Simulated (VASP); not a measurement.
An input for Ansatz (written as the equivalent of a VASP run, and not itself run):

Ansatz 0.2 input:
```yaml
crystal:
  lattice:
    - [3.9900000, 0.0000000, 0.0000000]
    - [0.0000000, 3.9900000, 0.0000000]
    - [0.0000000, 0.0000000, 3.9900000]
  atoms:
    - { symbol: Zr, position: [0.0000000, 0.0000000, 0.0000000] }
    - { symbol: Pt, position: [0.0000000, 0.5000000, 0.5000000] }
    - { symbol: Pt, position: [0.5000000, 0.0000000, 0.5000000] }
    - { symbol: Pt, position: [0.5000000, 0.5000000, 0.0000000] }
kpoints:
  mp_grid: { grid: [1, 1, 1] }
hamiltonian:
  xc: pbesol
  pseudopotentials: { kind: paw }
scf:
  occupations: { method: gaussian, width: 0.1 }
  max_iter: 100
output: { forces: true, stress: true, eigenvalues: true }
```

**Question.** Write the VASP files for the same calculation (PBEsol).

**Answer.** Several could match; the one computed here: 
KPOINTS:
```
Automatic
0
gamma
  1 1 1
```

**POSCAR**
```
ZrPt3
1
    3.9900000000     0.0000000000     0.0000000000
    0.0000000000     3.9900000000     0.0000000000
    0.0000000000     0.0000000000     3.9900000000
Zr Pt
1 3
Direct
  0.0000000000   0.0000000000   0.0000000000
  0.0000000000   0.5000000000   0.5000000000
  0.5000000000   0.0000000000   0.5000000000
  0.5000000000   0.5000000000   0.0000000000
```

### INCAR
```
LWAVE = .FALSE.
ISIF = 2   ! forces and stress, cell fixed
LASPH = .TRUE.
ISMEAR = 0   ! Gaussian
NELM = 100   ! most electronic steps
LCHARG = .FALSE.
SYSTEM = ZrPt3
PREC = Accurate
ALGO = Normal   ! blocked Davidson
SIGMA = 0.1
ENCUT = 300   ! plane-wave cut-off (eV)
LMAXMIX = 6
GGA = PS   ! PBEsol
LREAL = .FALSE.   ! projection in real space or not
EDIFF = 1E-6
```

POTCAR, in this order: Zr_sv Pt (PBE.64 set). Program: vasp_std.

Limits of the translation: each code has its own PAW files, so the cut-off isn't converted (ENCUT is set for VASP's; basis.ecutwfc is left out, and Ansatz then takes the one that its files recommend); Ansatz stops its SCF on the density residual and VASP on the energy change (EDIFF).

The structure comes from a measured ZrPt3 entry of the Crystallography Open Database, whose conditions weren't checked. The cell was not relaxed at this level. The k-mesh is coarse (spacing up to 1.57 per Å, 2π included), so the numbers may not be converged in it. The run is one of a series of settings (KPOINTS 1×1×1 Γ-centred mesh against the base run), some of them coarse on purpose.
